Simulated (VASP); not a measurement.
All values below come from HSE06 screened hybrid, VASP's PBE PAW potentials (set 64) (plane waves; VASP 6.6.1).

The input files of a VASP run:

KPOINTS:
```
Automatic mesh
0
Gamma
1 1 1
0 0 0
```

INCAR:
```
# general
SYSTEM   = NiSi64
PREC     = Normal
ENCUT    = 400
LREAL    = Auto
LASPH    = .True.
ISYM     = 0

# electronic loop
EDIFF    = 1E-5
NELM     = 50
NELMIN   = 4
ALGO     = Normal
LMAXMIX  = 4

# smearing
ISMEAR   = 0
SIGMA    = 0.05

# functional
GGA      = PE
LHFCALC  = .True.
AEXX     = 0.25
HFSCREEN = 0.2
PRECFOCK = Fast

# spin
ISPIN    = 2
MAGMOM   = 64*0.0 3.0

# ions
ISIF     = 0

# output
LWAVE    = .False.
LCHARG   = .False.
LORBIT   = 10
```

POSCAR:
```
NiSi64
1
   10.9370747004     0.0000000000     0.0000000000
    0.0000000000    10.9370747004     0.0000000000
    0.0000000000     0.0000000000    10.9370747004
Si Ni
64 1
Direct
  0.4996292342   0.0000279315   0.0002190606
  0.6258503429   0.1245069169   0.1243078491
  0.7503872686   0.2503761055   0.0000792317
  0.8748847454   0.3749995480   0.1258880918
  0.7500067785   0.9999403300   0.2503466099
  0.8749355027   0.1254164020   0.3750093740
  0.9997177640   0.9998930345   0.9997865483
  0.1245342459   0.1249829266   0.1246115062
  0.2500820533   0.2500623034   0.0007327259
  0.3746084765   0.3747478275   0.1260012129
  0.4997497265   0.4995382579   0.0012550842
  0.6249871425   0.6250144684   0.1249719405
  0.7499234405   0.7499004633   0.0000287062
  0.8747598039   0.8750274155   0.1249881989
  0.2490837337   0.9996485949   0.2494198373
  0.3747512685   0.1232076508   0.3749634360
  0.5013911262   0.2469429269   0.2489152641
  0.6243663604   0.3750842541   0.3758369880
  0.7489062681   0.4996384848   0.2502139668
  0.8748582303   0.6239050314   0.3749978044
  0.5002249841   0.9996471040   0.5003601914
  0.6249829354   0.1249281025   0.6250163594
  0.7494701175   0.2500008004   0.5001222414
  0.8749832978   0.3749868221   0.6248575816
  0.7497359644   0.0000701772   0.7498214241
  0.8747440498   0.1248555824   0.8748518234
  0.9995750508   0.4995918037   0.0001530115
  0.1237644569   0.6262934670   0.1238986363
  0.2504412710   0.7500536011   0.9996693155
  0.3750734899   0.8747094478   0.1253027024
  0.0005777842   0.2500094260   0.2502592475
  0.1254387823   0.3747529534   0.3753298222
  0.2470602961   0.5024383387   0.2478779023
  0.3749032240   0.6249010474   0.3752066803
  0.5000004231   0.7493328159   0.2501190761
  0.6249008692   0.8746706717   0.3749516483
  0.9998931882   0.0001087883   0.4996898115
  0.1242009789   0.1243717741   0.6260054211
  0.2491714091   0.2475476251   0.5019842443
  0.3754237369   0.3753461277   0.6258358144
  0.5026254417   0.5030090526   0.5036529399
  0.6266304344   0.6269331648   0.6266603053
  0.7508897040   0.7503150633   0.4995226918
  0.8751898687   0.8753563951   0.6250415515
  0.2502660777   0.9998791837   0.7502609330
  0.3749621246   0.1253249136   0.8752342031
  0.5002255522   0.2498593486   0.7500082135
  0.6246694575   0.3750266809   0.8755717811
  0.7501965026   0.4996276824   0.7505304548
  0.8750796752   0.6249609697   0.8750922901
  0.9992921268   0.7498870393   0.2504351536
  0.1248608087   0.8746488475   0.3751288484
  0.0007395754   0.4997296653   0.5002460714
  0.1248301592   0.6252710824   0.6250880633
  0.2499468417   0.7495473292   0.5000916186
  0.3748993363   0.8747025050   0.6250673584
  0.9997959921   0.2502952355   0.7504080391
  0.1252307625   0.3749865788   0.8753857248
  0.2495681093   0.5001132928   0.7498361683
  0.3749885274   0.6240995557   0.8753407587
  0.4995216254   0.7502947758   0.7510075053
  0.6250129198   0.8753267604   0.8753143359
  0.9999355681   0.7500528930   0.7499980758
  0.1249605109   0.8749673249   0.8749352692
  0.3765634757   0.3790743090   0.3747892536
```

POTCAR, in this order: Si Ni (PBE.64 set). Program: vasp_gam. Read from the step before: WAVECAR.

The run wrote:

File OSZICAR:
```
       N       E                     dE             d eps       ncg     rms          rms(c)
DAV:   1    -0.402861273220E+03   -0.40286E+03   -0.13634E+01   952   0.131E+01    0.199E+01
DAV:   2    -0.403095419143E+03   -0.23415E+00   -0.50726E+00   840   0.206E+01    0.142E+01
DAV:   3    -0.403729916536E+03   -0.63450E+00   -0.10124E+01   728   0.235E+01    0.112E+01
DAV:   4    -0.403362832809E+03    0.36708E+00   -0.11857E+01   760   0.343E+01    0.119E+01
DAV:   5    -0.405982557291E+03   -0.26197E+01   -0.28477E+01   752   0.370E+01    0.153E+01
DAV:   6    -0.404623969027E+03    0.13586E+01   -0.32089E+01   696   0.553E+01    0.300E+01
DAV:   7    -0.432486135578E+03   -0.27862E+02   -0.23155E+02   784   0.881E+01    0.653E+01
DAV:   8    -0.404015903668E+03    0.28470E+02   -0.22558E+02   752   0.432E+01    0.505E+01
DAV:   9    -0.460559122334E+03   -0.56543E+02   -0.26758E+02   832   0.107E+02    0.102E+02
DAV:  10    -0.394799461975E+03    0.65760E+02   -0.35190E+02   752   0.380E+01    0.543E+01
DAV:  11    -0.402561093886E+03   -0.77616E+01   -0.24695E+01   832   0.123E+01    0.317E+01
DAV:  12    -0.402786072087E+03   -0.22498E+00   -0.15289E+00   736   0.267E+00    0.189E+01
DAV:  13    -0.402748322016E+03    0.37750E-01   -0.25363E-01   904   0.138E+00    0.115E+01
DAV:  14    -0.402728715641E+03    0.19606E-01   -0.99233E-02   816   0.206E+00    0.673E+00
DAV:  15    -0.402720984321E+03    0.77313E-02   -0.65553E-02   824   0.217E+00    0.424E+00
DAV:  16    -0.402719357305E+03    0.16270E-02   -0.81899E-02   784   0.240E+00    0.234E+00
DAV:  17    -0.402718979871E+03    0.37743E-03   -0.83296E-02   744   0.263E+00    0.176E+00
DAV:  18    -0.402720412549E+03   -0.14327E-02   -0.10610E-01   744   0.282E+00    0.101E+00
DAV:  19    -0.402721108061E+03   -0.69551E-03   -0.12001E-01   752   0.314E+00    0.111E+00
DAV:  20    -0.402724020300E+03   -0.29122E-02   -0.15084E-01   744   0.336E+00    0.926E-01
DAV:  21    -0.402725089225E+03   -0.10689E-02   -0.17796E-01   752   0.382E+00    0.111E+00
DAV:  22    -0.402729857868E+03   -0.47686E-02   -0.22250E-01   744   0.407E+00    0.114E+00
DAV:  23    -0.402731098442E+03   -0.12406E-02   -0.26576E-01   744   0.469E+00    0.131E+00
DAV:  24    -0.402738893029E+03   -0.77946E-02   -0.33323E-01   744   0.498E+00    0.142E+00
DAV:  25    -0.402740016689E+03   -0.11237E-02   -0.39908E-01   744   0.581E+00    0.159E+00
DAV:  26    -0.402753072104E+03   -0.13055E-01   -0.50489E-01   744   0.612E+00    0.176E+00
DAV:  27    -0.402753448087E+03   -0.37598E-03   -0.60560E-01   744   0.726E+00    0.196E+00
DAV:  28    -0.402775882016E+03   -0.22434E-01   -0.77579E-01   744   0.762E+00    0.220E+00
DAV:  29    -0.402773621286E+03    0.22607E-02   -0.92928E-01   744   0.921E+00    0.245E+00
DAV:  30    -0.402813899454E+03   -0.40278E-01   -0.12140E+00   744   0.928E+00    0.276E+00
DAV:  31    -0.402805614805E+03    0.82846E-02   -0.14579E+00   728   0.119E+01    0.311E+00
DAV:  32    -0.402882747594E+03   -0.77133E-01   -0.19732E+00   728   0.115E+01    0.355E+00
DAV:  33    -0.402859823929E+03    0.22924E-01   -0.23890E+00   720   0.154E+01    0.405E+00
DAV:  34    -0.403023142741E+03   -0.16332E+00   -0.34285E+00   720   0.149E+01    0.474E+00
DAV:  35    -0.402956687445E+03    0.66455E-01   -0.41561E+00   720   0.209E+01    0.554E+00
DAV:  36    -0.403354112439E+03   -0.39742E+00   -0.65329E+00   720   0.198E+01    0.668E+00
DAV:  37    -0.403164227127E+03    0.18989E+00   -0.80090E+00   752   0.285E+01    0.837E+00
DAV:  38    -0.404444260534E+03   -0.12800E+01   -0.15824E+01   752   0.297E+01    0.108E+01
DAV:  39    -0.403758432315E+03    0.68583E+00   -0.18505E+01   736   0.422E+01    0.168E+01
DAV:  40    -0.411680795071E+03   -0.79224E+01   -0.75646E+01   768   0.538E+01    0.271E+01
DAV:  41    -0.405851126474E+03    0.58297E+01   -0.73834E+01   720   0.820E+01    0.430E+01
DAV:  42    -0.458828009819E+03   -0.52977E+02   -0.25670E+02   752   0.108E+02    0.104E+02
DAV:  43    -0.395333103353E+03    0.63495E+02   -0.33264E+02   752   0.381E+01    0.451E+01
DAV:  44    -0.402576352678E+03   -0.72432E+01   -0.22239E+01   832   0.161E+01    0.255E+01
DAV:  45    -0.402861549751E+03   -0.28520E+00   -0.45991E+00   904   0.163E+01    0.169E+01
DAV:  46    -0.402955919027E+03   -0.94369E-01   -0.30559E+00   720   0.136E+01    0.915E+00
DAV:  47    -0.402902376856E+03    0.53542E-01   -0.32765E+00   736   0.182E+01    0.804E+00
DAV:  48    -0.403132029321E+03   -0.22965E+00   -0.45743E+00   720   0.172E+01    0.545E+00
DAV:  49    -0.403012590895E+03    0.11944E+00   -0.53934E+00   720   0.244E+01    0.709E+00
DAV:  50    -0.403614579766E+03   -0.60199E+00   -0.88187E+00   720   0.228E+01
   1 F= -.40361458E+03 E0= -.40361458E+03  d E =-.109347E-13  mag=     0.0005
```

File OUTCAR:
```
------------------------ aborting loop EDIFF was not reached (unconverged)  ----------------------------
  volume of cell :     1308.29
      direct lattice vectors                 reciprocal lattice vectors
    10.937074700  0.000000000  0.000000000     0.091432127  0.000000000  0.000000000
     0.000000000 10.937074700  0.000000000     0.000000000  0.091432127  0.000000000
     0.000000000  0.000000000 10.937074700     0.000000000  0.000000000  0.091432127
 POSITION                                       TOTAL-FORCE (eV/Angst)
 -----------------------------------------------------------------------------------
      5.46448      0.00031      0.00240         0.007094      0.007303      0.001426
      6.84497      1.36174      1.35956         0.060610     -0.065073     -0.056247
      8.20704      2.73838      0.00087        -0.014168     -0.014567      0.003027
      9.56868      4.10140      1.37685        -0.002172     -0.007410      0.000069
      8.20288     10.93642      2.73806         0.000247      0.006778     -0.017672
      9.56923      1.37169      4.10151        -0.005670     -0.002120      0.003770
     10.93399     10.93590     10.93474         0.002887      0.003334      0.005361
      1.36204      1.36695      1.36289         0.001734     -0.010485      0.010390
      2.73517      2.73495      0.00801        -0.036163     -0.031946     -0.036870
      4.09712      4.09864      1.37808        -0.005601     -0.011880     -0.267881
      5.46580      5.46349      0.01373         0.032812      0.034838     -0.046001
      6.83553      6.83583      1.36683         0.005925      0.005852     -0.000541
      8.20197      8.20172      0.00031        -0.005344      0.003578      0.006315
      9.56731      9.57024      1.36701         0.001167     -0.007499      0.004301
      2.72425     10.93323      2.72792        -0.000740     -0.009674     -0.001939
      4.09868      1.34753      4.10100        -0.010543     -0.238042      0.009435
      5.48375      2.70083      2.72240         0.077264     -0.042025     -0.071504
      6.82874      4.10232      4.11056         0.251794     -0.022408     -0.005319
      8.19084      5.46458      2.73661         0.022547      0.028051     -0.018449
      9.56839      6.82370      4.10138         0.007760      0.000691      0.004461
      5.47100     10.93322      5.47248         0.016730     -0.025803      0.022326
      6.83549      1.36635      6.83585        -0.004821     -0.000655      0.008626
      8.19701      2.73428      5.46987         0.036759     -0.021779      0.025857
      9.56976      4.10126      6.83411        -0.003902     -0.007366      0.002459
      8.19992      0.00077      8.20085         0.007600     -0.000050      0.009237
      9.56714      1.36555      9.56832         0.009651     -0.008507      0.011805
     10.93243      5.46407      0.00167         0.011658      0.015247      0.006125
      1.35362      6.84982      1.35509        -0.056879      0.063141     -0.053137
      2.73909      8.20339     10.93346        -0.019159      0.001389      0.008522
      4.10221      9.56676      1.37045        -0.011518     -0.003936      0.011421
      0.00632      2.73437      2.73710        -0.032626     -0.031369     -0.027832
      1.37193      4.09870      4.10501        -0.260988     -0.012059     -0.001989
      2.70212      5.49521      2.71106        -0.050362      0.059301     -0.068193
      4.10034      6.83459      4.10366         0.011601      0.257929      0.014525
      5.46854      8.19551      2.73557         0.023318      0.031515     -0.023642
      6.83459      9.56634      4.10087        -0.005123      0.004318      0.007653
     10.93591      0.00119      5.46514         0.011775      0.014205      0.005661
      1.35840      1.36026      6.84667        -0.039010     -0.042344      0.043208
      2.72521      2.70745      5.49024        -0.076877     -0.050497      0.066823
      4.10604      4.10519      6.84481        -0.006239     -0.017370      0.225106
      5.49725      5.50145      5.50849         0.042675      0.054054      0.035523
      6.85350      6.85681      6.85383         0.045837      0.047783      0.055266
      8.21254      8.20625      5.46332        -0.019100     -0.010099      0.021750
      9.57202      9.57384      6.83613        -0.002127     -0.016145      0.012285
      2.73718     10.93575      8.20566        -0.012386      0.015713     -0.012091
      4.10099      1.37069      9.57250        -0.000348     -0.000614     -0.001271
      5.47100      2.73273      8.20290         0.019079     -0.018340      0.028093
      6.83206      4.10169      9.57619        -0.004410     -0.011259     -0.005395
      8.20496      5.46447      8.20861        -0.008364      0.021082     -0.015290
      9.57081      6.83524      9.57095        -0.008354      0.006589      0.003417
     10.92933      8.20157      2.73903         0.012602      0.008907     -0.014089
      1.36561      9.56610      4.10281         0.008012      0.002133     -0.008402
      0.00809      5.46558      5.47123        -0.041710      0.021773      0.024601
      1.36528      6.83864      6.83663         0.000372     -0.008219      0.013163
      2.73369      8.19786      5.46954        -0.025312      0.027794      0.022441
      4.10030      9.56669      6.83641         0.003056      0.003438     -0.001182
     10.93484      2.73750      8.20727         0.010334     -0.003418     -0.015234
      1.36966      4.10126      9.57416         0.000323     -0.002191      0.001151
      2.72955      5.46978      8.20101        -0.013567      0.007222      0.021056
      4.10128      6.82582      9.57367        -0.001793      0.000598      0.005425
      5.46331      8.20603      8.21383         0.017700     -0.013221     -0.019389
      6.83581      9.57351      9.57338        -0.000837     -0.013137      0.009220
     10.93637      8.20338      8.20278         0.008465     -0.001335     -0.004393
      1.36670      9.56958      9.56923        -0.004114     -0.002251      0.006829
      4.11850      4.14596      4.09910         0.020935      0.030537      0.015823
 -----------------------------------------------------------------------------------
    total drift:                               -0.004665      0.007919     -0.039109
  FREE ENERGIE OF THE ION-ELECTRON SYSTEM (eV)
  ---------------------------------------------------
  free  energy   TOTEN  =      -403.6145797663 eV

  energy  without entropy=     -403.6145797663  energy(sigma->0) =     -403.61457977

  exchange ACFDT corr.  =         0.00000000  see jH, gK, PRB 81, 115126

 total charge

# of ion       s       p       d       tot
------------------------------------------
    1        0.748   0.964   0.000   1.712
    2        0.749   0.959   0.000   1.708
    3        0.748   0.965   0.000   1.713
    4        0.747   0.964   0.000   1.711
    5        0.748   0.964   0.000   1.712
    6        0.747   0.964   0.000   1.711
    7        0.747   0.966   0.000   1.713
    8        0.748   0.966   0.000   1.714
    9        0.747   0.962   0.000   1.709
   10        0.741   0.958   0.000   1.699
   11        0.747   0.962   0.000   1.709
   12        0.748   0.967   0.000   1.714
   13        0.747   0.966   0.000   1.713
   14        0.748   0.965   0.000   1.713
   15        0.747   0.962   0.000   1.709
   16        0.743   0.958   0.000   1.701
   17        0.736   0.973   0.000   1.709
   18        0.741   0.957   0.000   1.698
   19        0.747   0.962   0.000   1.709
   20        0.747   0.964   0.000   1.711
   21        0.747   0.962   0.000   1.710
   22        0.748   0.967   0.000   1.714
   23        0.747   0.962   0.000   1.709
...
```
(Selected blocks of OUTCAR.)

### stdout
```
...
DAV:  31    -0.402805614805E+03    0.82846E-02   -0.14579E+00   728   0.119E+01    0.311E+00
DAV:  32    -0.402882747594E+03   -0.77133E-01   -0.19732E+00   728   0.115E+01    0.355E+00
DAV:  33    -0.402859823929E+03    0.22924E-01   -0.23890E+00   720   0.154E+01    0.405E+00
DAV:  34    -0.403023142741E+03   -0.16332E+00   -0.34285E+00   720   0.149E+01    0.474E+00
DAV:  35    -0.402956687445E+03    0.66455E-01   -0.41561E+00   720   0.209E+01    0.554E+00
DAV:  36    -0.403354112439E+03   -0.39742E+00   -0.65329E+00   720   0.198E+01    0.668E+00
DAV:  37    -0.403164227127E+03    0.18989E+00   -0.80090E+00   752   0.285E+01    0.837E+00
DAV:  38    -0.404444260534E+03   -0.12800E+01   -0.15824E+01   752   0.297E+01    0.108E+01
DAV:  39    -0.403758432315E+03    0.68583E+00   -0.18505E+01   736   0.422E+01    0.168E+01
DAV:  40    -0.411680795071E+03   -0.79224E+01   -0.75646E+01   768   0.538E+01    0.271E+01
DAV:  41    -0.405851126474E+03    0.58297E+01   -0.73834E+01   720   0.820E+01    0.430E+01
DAV:  42    -0.458828009819E+03   -0.52977E+02   -0.25670E+02   752   0.108E+02    0.104E+02
DAV:  43    -0.395333103353E+03    0.63495E+02   -0.33264E+02   752   0.381E+01    0.451E+01
DAV:  44    -0.402576352678E+03   -0.72432E+01   -0.22239E+01   832   0.161E+01    0.255E+01
DAV:  45    -0.402861549751E+03   -0.28520E+00   -0.45991E+00   904   0.163E+01    0.169E+01
DAV:  46    -0.402955919027E+03   -0.94369E-01   -0.30559E+00   720   0.136E+01    0.915E+00
DAV:  47    -0.402902376856E+03    0.53542E-01   -0.32765E+00   736   0.182E+01    0.804E+00
DAV:  48    -0.403132029321E+03   -0.22965E+00   -0.45743E+00   720   0.172E+01    0.545E+00
DAV:  49    -0.403012590895E+03    0.11944E+00   -0.53934E+00   720   0.244E+01    0.709E+00
DAV:  50    -0.403614579766E+03   -0.60199E+00   -0.88187E+00   720   0.228E+01

 -----------------------------------------------------------------------------
|                                                                             |
|           W    W    AA    RRRRR   N    N  II  N    N   GGGG   !!!           |
|           W    W   A  A   R    R  NN   N  II  NN   N  G    G  !!!           |
|           W    W  A    A  R    R  N N  N  II  N N  N  G       !!!           |
|           W WW W  AAAAAA  RRRRR   N  N N  II  N  N N  G  GGG   !            |
|           WW  WW  A    A  R   R   N   NN  II  N   NN  G    G                |
|           W    W  A    A  R    R  N    N  II  N    N   GGGG   !!!           |
|                                                                             |
|     The electronic self-consistency was not achieved in the given           |
|     number of steps (NELM). The forces and other quantities evaluated       |
|     might not be reliable so examine the results carefully. If you find     |
|     spurious results, we suggest increasing NELM, if you were close to      |
|     convergence or switching to a different ALGO or adjusting the           |
|     density mixing parameters otherwise.                                    |
|                                                                             |
 -----------------------------------------------------------------------------

   1 F= -.40361458E+03 E0= -.40361458E+03  d E =-.109347E-13  mag=     0.0005
```

The run did not converge; its last values are not results.

The supercell is sampled at Γ alone, which is coarse: total energies, pressure and levels can be off, energies of defects by several tenths of an eV.

The cell is a supercell with a defect, built from Si (diamond): Ni_i. The cell's shape comes from a PBE relaxation.
